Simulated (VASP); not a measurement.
**How smearing and PAW data sets change a VASP run on WC**

A convergence test on WC: the smearing and PAW data sets. The atoms are off their equilibrium sites, so that forces can be compared too. The series runs use PBEsol. The smearing tried: ISMEAR = 0, SIGMA = 0.01; ISMEAR = 0, SIGMA = 0.05; ISMEAR = 0, SIGMA = 0.1; ISMEAR = 0, SIGMA = 0.2; ISMEAR = 0, SIGMA = 0.5; ISMEAR = 2, SIGMA = 0.01; ISMEAR = 2, SIGMA = 0.05; ISMEAR = 2, SIGMA = 0.1; ISMEAR = 2, SIGMA = 0.2; ISMEAR = 2, SIGMA = 0.5; ISMEAR = -5. The PAW data sets tried: minimal 64: W C; recommended 54: W C; materialsproject 64: W_sv C; gw 64: W_sv_GW C_GW; hard 64: W C_h; soft 64: W C_s. The atoms of the start are displaced at random from the sites of a Fm-3m cell.

Program: VASP 6.6.1. Level of theory: PBEsol; plane waves and PAW (W, C), in the first sound run; inputs show where later runs differ. Results are calculated unless marked as measured.

This is a report of a sequence of runs, with most program output left out.

## 1. Starting point

It takes space group P1 (No. 1, triclinic). The conventional cell has a = 3.101 Å, b = 3.101 Å, c = 3.101 Å, α = 60.00°, β = 60.00°, γ = 60.00°. W has 6 C at 2.09 to 2.29 Å nearest. Nearest to C lie 6 W at 2.09 to 2.29 Å. Farther neighbours are not listed.

## 2. Smearing: ISMEAR = 0, SIGMA = 0.01

Smearing steadies the sum over the Fermi surface at the price of an entropy term. PBEsol restores the gradient expansion of exchange and is tuned for the cells of solids.

The input, INCAR:

```
SYSTEM = WC
PREC = Accurate
ENCUT = 520
EDIFF = 1E-06
NELM = 100
ISMEAR = 0
SIGMA = 0.01
LREAL = .FALSE.
ALGO = Normal
GGA = PS
NBANDS = 11
LASPH = .TRUE.
LORBIT = 11
LWAVE = .FALSE.
LCHARG = .FALSE.
KPAR = 2
ISIF = 2
```

The input, POSCAR:

```
WC
1.0
    0.0000000000      2.1926840000      2.1926840000
    2.1926840000      0.0000000000      2.1926840000
    2.1926840000      2.1926840000      0.0000000000
W C
1 1
Direct
   -0.0174180000     -0.0048180000      0.0027980000
    0.5174460000      0.5059440000      0.4867750000
```

The input, KPOINTS:

```
Automatic mesh
0
Gamma
9 9 9
0 0 0
```

Potentials, in the order of the species: W and C (PBE family, release 64).

The run is started by

```console
mpirun -np 2 vasp_std
```

It took 12 s on 2 MPI ranks of Intel Xeon 6975P-C (Granite Rapids), shared host; peak memory 0.42 GiB; 23 s of CPU time.

The k-mesh is coarse for a metal. The PAW data sets were made with PBE, which is usual practice but a small mismatch for other functionals. The data set W keeps the semicore shell frozen, which is cheaper and a little less accurate.

This step gave:

- SCF cycles: 12
- electrons: 10
- bands: 11
- irreducible k-points: 365
- symmetry operations: 1
- free energy (TOTEN): -22.98 eV
- energy at zero smearing: -22.98 eV
- Fermi energy: 9.377 eV
- pressure: -7.933 GPa
- metallic: yes

The series starts at -11.4894 eV an atom and -7.93 GPa, after 12 cycles in 12 s. The entropy term T·S comes to 0.06 meV an atom in size.

## 3. Smearing: ISMEAR = 0, SIGMA = 0.05

Changes to INCAR since step 2:

```diff
@@ -6,3 +6,3 @@
 ISMEAR = 0
-SIGMA = 0.01
+SIGMA = 0.05
 LREAL = .FALSE.
```

POSCAR is that of step 2.

KPOINTS is that of step 2.

The run is started by

```console
mpirun -np 2 vasp_std
```

Wall time 13 s (2 MPI ranks); peak memory 0.42 GiB; 25 s of CPU time.

Against the run before the energy at zero width moves by -0.06 meV an atom and the pressure by +0.02 GPa, after 14 cycles in 13 s. The entropy term T·S comes to 1.37 meV an atom in size.

## 4. Smearing: ISMEAR = 0, SIGMA = 0.1

Changes to INCAR since step 3:

```diff
@@ -6,3 +6,3 @@
 ISMEAR = 0
-SIGMA = 0.05
+SIGMA = 0.1
 LREAL = .FALSE.
```

POSCAR is that of step 3.

KPOINTS is that of step 3.

The run is started by

```console
mpirun -np 2 vasp_std
```

It took 12 s on 2 MPI ranks; peak memory 0.42 GiB.

Against the run before the energy at zero width moves by -0.32 meV an atom and the pressure by +0.02 GPa, after 13 cycles in 12 s. The entropy term T·S comes to 4.33 meV an atom in size.

## 5. Smearing: ISMEAR = 0, SIGMA = 0.2

Changes to INCAR since step 4:

```diff
@@ -6,3 +6,3 @@
 ISMEAR = 0
-SIGMA = 0.1
+SIGMA = 0.2
 LREAL = .FALSE.
```

POSCAR is that of step 4.

KPOINTS is that of step 4.

The run is started by

```console
mpirun -np 2 vasp_std
```

Run time: 12 s. Hardware: 2 MPI ranks; peak memory 0.42 GiB; 23 s of CPU time.

Against the run before the energy at zero width moves by -0.92 meV an atom and the pressure by +0.06 GPa, after 13 cycles in 12 s. The entropy term T·S comes to 13.62 meV an atom in size.

## 6. Smearing: ISMEAR = 0, SIGMA = 0.5

Changes to INCAR since step 5:

```diff
@@ -6,3 +6,3 @@
 ISMEAR = 0
-SIGMA = 0.2
+SIGMA = 0.5
 LREAL = .FALSE.
```

POSCAR is that of step 5.

KPOINTS is that of step 5.

The run is started by

```console
mpirun -np 2 vasp_std
```

The job ended after 12 s (2 MPI ranks; peak memory 0.42 GiB).

Against the run before the energy at zero width moves by -3.61 meV an atom and the pressure by +0.53 GPa, after 13 cycles in 12 s. The entropy term T·S comes to 68.02 meV an atom in size.

## 7. Smearing: ISMEAR = 2, SIGMA = 0.01

Changes to INCAR since step 6:

```diff
@@ -5,4 +5,4 @@
 NELM = 100
-ISMEAR = 0
-SIGMA = 0.5
+ISMEAR = 2
+SIGMA = 0.01
 LREAL = .FALSE.
```

POSCAR is that of step 6.

KPOINTS is that of step 6.

The run is started by

```console
mpirun -np 2 vasp_std
```

It took 12 s on 2 MPI ranks; peak memory 0.41 GiB; 22 s of CPU time.

Against the first of the series the energy at zero width stays within 0.01 meV an atom and the pressure within 0.01 GPa, after 12 cycles in 12 s. The entropy term T·S comes to 0.01 meV an atom in size.

## 8. Smearing: ISMEAR = 2, SIGMA = 0.05

Changes to INCAR since step 7:

```diff
@@ -6,3 +6,3 @@
 ISMEAR = 2
-SIGMA = 0.01
+SIGMA = 0.05
 LREAL = .FALSE.
```

POSCAR is that of step 7.

KPOINTS is that of step 7.

The run is started by

```console
mpirun -np 2 vasp_std
```

Elapsed: 12 s, on 2 MPI ranks; peak memory 0.42 GiB; 22 s of CPU time.

Against the run before the energy at zero width moves by +0.01 meV an atom while the pressure stays within 0.01 GPa, after 12 cycles in 12 s. The entropy term T·S comes to 0.03 meV an atom in size.

## 9. Smearing: ISMEAR = 2, SIGMA = 0.1

Changes to INCAR since step 8:

```diff
@@ -6,3 +6,3 @@
 ISMEAR = 2
-SIGMA = 0.05
+SIGMA = 0.1
 LREAL = .FALSE.
```

POSCAR is that of step 8.

KPOINTS is that of step 8.

The run is started by

```console
mpirun -np 2 vasp_std
```

Run time: 12 s. Hardware: 2 MPI ranks; peak memory 0.41 GiB; 24 s of CPU time.

Against the run before the energy at zero width moves by -0.02 meV an atom and the pressure by +0.02 GPa, after 13 cycles in 12 s. The entropy term T·S comes to 0.35 meV an atom in size.

## 10. Smearing: ISMEAR = 2, SIGMA = 0.2

Changes to INCAR since step 9:

```diff
@@ -6,3 +6,3 @@
 ISMEAR = 2
-SIGMA = 0.1
+SIGMA = 0.2
 LREAL = .FALSE.
```

POSCAR is that of step 9.

KPOINTS is that of step 9.

The run is started by

```console
mpirun -np 2 vasp_std
```

It took 12 s on 2 MPI ranks; peak memory 0.42 GiB; 24 s of CPU time.

Against the run before the energy at zero width moves by -0.39 meV an atom while the pressure stays within 0.01 GPa, after 13 cycles in 12 s. The entropy term T·S comes to 1.24 meV an atom in size.

## 11. Smearing: ISMEAR = 2, SIGMA = 0.5

Changes to INCAR since step 10:

```diff
@@ -6,3 +6,3 @@
 ISMEAR = 2
-SIGMA = 0.2
+SIGMA = 0.5
 LREAL = .FALSE.
```

POSCAR is that of step 10.

KPOINTS is that of step 10.

The run is started by

```console
mpirun -np 2 vasp_std
```

Wall time 12 s (2 MPI ranks); peak memory 0.42 GiB; 24 s of CPU time.

Against the run before the energy at zero width moves by -1.31 meV an atom and the pressure by +0.03 GPa, after 13 cycles in 12 s. The entropy term T·S comes to 6.70 meV an atom in size.

## 12. Smearing: ISMEAR = -5

Changes to INCAR since step 11:

```diff
@@ -5,4 +5,4 @@
 NELM = 100
-ISMEAR = 2
-SIGMA = 0.5
+ISMEAR = -5
+SIGMA = 0.05
 LREAL = .FALSE.
```

POSCAR is that of step 11.

KPOINTS is that of step 11.

The run is started by

```console
mpirun -np 2 vasp_std
```

It took 13 s on 2 MPI ranks; peak memory 0.43 GiB.

With tetrahedra the forces and stress of a metal are not exact derivatives of the energy.

Against the first of the series the energy at zero width moves by -10.27 meV an atom and the pressure by -0.28 GPa, after 14 cycles in 13 s.

## 13. The smearing series as a table

This step: convergence of PBEsol results with the smearing; plane waves and PAW (VASP 6.6.1).

Derived from the runs above.

One cell and one 9×9×9 mesh. Free energy against width, by row:

| Gaussian width σ (eV) | free energy less that at the narrowest width (meV/atom) |
| --- | --- |
| 0.01 | 0 |
| 0.05 | -0.71 |
| 0.1 | -2.51 |
| 0.2 | -8.07 |
| 0.5 | -38.88 |

Differences are taken from the run with ISMEAR = 0, SIGMA = 0.01. Results of the series, by row:

| setting | status | energy less the reference (meV/atom) | pressure (GPa) | largest force difference (meV/Å) | SCF cycles | wall time (s) |
| --- | --- | --- | --- | --- | --- | --- |
| ISMEAR = 0, SIGMA = 0.01 | converged | 0 | -7.933 | 0 | 12 | 11.8 |
| ISMEAR = 0, SIGMA = 0.05 | converged | -0.05522 | -7.918 | 13.6 | 14 | 12.8 |
| ISMEAR = 0, SIGMA = 0.1 | converged | -0.3733 | -7.901 | 21.25 | 13 | 12.2 |
| ISMEAR = 0, SIGMA = 0.2 | converged | -1.296 | -7.844 | 37.24 | 13 | 12.2 |
| ISMEAR = 0, SIGMA = 0.5 | converged | -4.907 | -7.316 | 68.84 | 13 | 12.2 |
| ISMEAR = 2, SIGMA = 0.01 | converged | -0.00171 | -7.933 | 3.992 | 12 | 11.6 |
| ISMEAR = 2, SIGMA = 0.05 | converged | 0.008375 | -7.936 | 10.44 | 12 | 11.8 |
| ISMEAR = 2, SIGMA = 0.1 | converged | -0.007965 | -7.92 | 17.82 | 13 | 12.4 |
| ISMEAR = 2, SIGMA = 0.2 | converged | -0.3932 | -7.924 | 15.82 | 13 | 12.4 |
| ISMEAR = 2, SIGMA = 0.5 | converged | -1.707 | -7.893 | 39.41 | 13 | 12.4 |
| ISMEAR = -5 | converged | -10.27 | -8.213 | 67.58 | 14 | 13.4 |

## 14. PAW data sets: minimal 64: W C

This step: PBEsol; plane waves and PAW (W, C) (VASP 6.6.1).

Data sets differ in which electrons are valence and how hard the partial waves are.

Changes to INCAR since step 12:

```diff
@@ -5,3 +5,3 @@
 NELM = 100
-ISMEAR = -5
+ISMEAR = -1
 SIGMA = 0.05
```

POSCAR is that of step 12.

KPOINTS is that of step 12.

The run is started by

```console
mpirun -np 2 vasp_std
```

Wall time 12 s (2 MPI ranks); peak memory 0.41 GiB; 24 s of CPU time.

This step gave:

```
SCF cycles          : 13
free energy (TOTEN) : -22.99 eV
Fermi energy        : 9.403 eV
pressure            : -7.890 GPa
```

The series starts at -11.4900 eV an atom and -7.89 GPa, after 13 cycles in 12 s.

## 15. PAW data sets: recommended 54: W C

INCAR is that of step 14.

POSCAR is that of step 14.

KPOINTS is that of step 14.

The projector-augmented-wave data sets are W and C (PBE family, release 54).

The run is started by

```console
mpirun -np 2 vasp_std
```

Wall time 12 s (2 MPI ranks); peak memory 0.41 GiB; 24 s of CPU time.

With 10 valence electrons the pressure is -7.89 GPa, +0.00 GPa from the first of the series, after 13 cycles in 12 s.

## 16. PAW data sets: materialsproject 64: W sv C

This step: PBEsol; plane waves and PAW (W_sv, C) (VASP 6.6.1).

Changes to INCAR since step 15:

```diff
@@ -10,3 +10,3 @@
 GGA = PS
-NBANDS = 11
+NBANDS = 15
 LASPH = .TRUE.
```

POSCAR is that of step 15.

KPOINTS is that of step 15.

PAW data sets: W_sv and C (PBE family, release 64).

The run is started by

```console
mpirun -np 2 vasp_std
```

It took 16 s on 2 MPI ranks; peak memory 0.44 GiB.

With 18 valence electrons the pressure is -6.93 GPa, +0.96 GPa from the first of the series, after 12 cycles in 16 s.

## 17. PAW data sets: GW 64: W sv GW C GW

This step: PBEsol; plane waves and PAW (W_sv_GW, C_GW) (VASP 6.6.1).

Changes to INCAR since step 16:

```diff
@@ -2,3 +2,3 @@
 PREC = Accurate
-ENCUT = 520
+ENCUT = 540
 EDIFF = 1E-06
```

POSCAR is that of step 16.

KPOINTS is that of step 16.

Potentials, in the order of the species: W_sv_GW and C_GW (PBE family, release 64).

The run is started by

```console
mpirun -np 2 vasp_std
```

Run time: 18 s. Hardware: 2 MPI ranks; peak memory 0.49 GiB.

With 18 valence electrons the pressure is -8.93 GPa, -1.04 GPa from the first of the series, after 13 cycles in 18 s.

## 18. PAW data sets: hard 64: W C h

This step: PBEsol; plane waves and PAW (W, C_h) (VASP 6.6.1).

Changes to INCAR since step 17:

```diff
@@ -2,3 +2,3 @@
 PREC = Accurate
-ENCUT = 540
+ENCUT = 970
 EDIFF = 1E-06
@@ -10,3 +10,3 @@
 GGA = PS
-NBANDS = 15
+NBANDS = 11
 LASPH = .TRUE.
```

POSCAR is that of step 17.

KPOINTS is that of step 17.

The projector-augmented-wave data sets are W and C_h (PBE family, release 64).

The run is started by

```console
mpirun -np 2 vasp_std
```

The job ended after 30 s (2 MPI ranks; peak memory 0.75 GiB).

With 10 valence electrons the pressure is -7.92 GPa, -0.03 GPa from the first of the series, after 13 cycles in 30 s.

## 19. PAW data sets: soft 64: W C s

This step: PBEsol; plane waves and PAW (W, C_s) (VASP 6.6.1).

Changes to INCAR since step 18:

```diff
@@ -2,3 +2,3 @@
 PREC = Accurate
-ENCUT = 970
+ENCUT = 400
 EDIFF = 1E-06
```

POSCAR is that of step 18.

KPOINTS is that of step 18.

Potentials, in the order of the species: W and C_s (PBE family, release 64).

The run is started by

```console
mpirun -np 2 vasp_std
```

Run time: 11 s. Hardware: 2 MPI ranks; peak memory 0.34 GiB.

With 10 valence electrons the pressure is -7.85 GPa, +0.04 GPa from the first of the series, after 12 cycles in 11 s.

## 20. The PAW data sets series as a table

This step: convergence of PBEsol results with the datasets; plane waves and PAW (VASP 6.6.1).

No new run; the numbers come from the runs before.

Differences are taken from the run with minimal 64: W C. Results of the series, by row:

| setting | status | pressure (GPa) | largest force difference (meV/Å) | SCF cycles | wall time (s) |
| --- | --- | --- | --- | --- | --- |
| minimal 64: W C, 520 eV | converged | -7.89 | 0 | 13 | 12.2 |
| recommended 54: W C, 520 eV | converged | -7.89 | 0 | 13 | 12.4 |
| materialsproject 64: W_sv C, 520 eV | converged | -6.93 | 37.97 | 12 | 15.8 |
| gw 64: W_sv_GW C_GW, 540 eV | converged | -8.934 | 43.64 | 13 | 18.2 |
| hard 64: W C_h, 970 eV | converged | -7.921 | 1.066 | 13 | 30 |
| soft 64: W C_s, 400 eV | converged | -7.853 | 5.915 | 12 | 10.8 |

## 21. Summary of results

| Item | Value |
| --- | --- |
| spread of the pressure over the smearing | 0.897 GPa |
| spread of the energy over the smearing | 10.3 meV/atom |
| spread of the pressure over the PAW data sets | 2.00 GPa |

**Reading.** The usual rule keeps the entropy term T·S under 1 meV an atom, which holds up to a width of 0.01 eV for Gaussian and 0.1 eV for second-order Methfessel-Paxton. That rule is made for Methfessel-Paxton; with the other schemes the zero-width estimate is the energy to use. Farthest in energy from the narrowest smearing lies ISMEAR = -5 (-10.3 meV an atom, -0.28 GPa, 67.6 meV/Å in forces). On a fixed mesh a narrow width is not the exact answer for a metal: it samples the Fermi surface more noisily. The choice of data set moves the pressure between -8.93 GPa (gw 64: W_sv_GW C_GW) and -6.93 GPa (materialsproject 64: W_sv C); the cutoffs differ too (400, 520, 540 and 970 eV). Data sets differ in their zero of energy, so energies are not compared.

[Lines on the potential files, build, host, timing and source positions are cut from VASP's logs without a mark.]

[Logs are printed without paths, hosts, clocks, repeated set-up lines and the standing remarks that a program may print on its own settings, such as how far it seeks lower states.]

[Hosts, paths, dates, database ids (printed as entryN), source tags and the programs' standing remarks are cut or masked in the printed files.]

[A measured line is paired with the nearest computed mode of its activity, which favours agreement.]
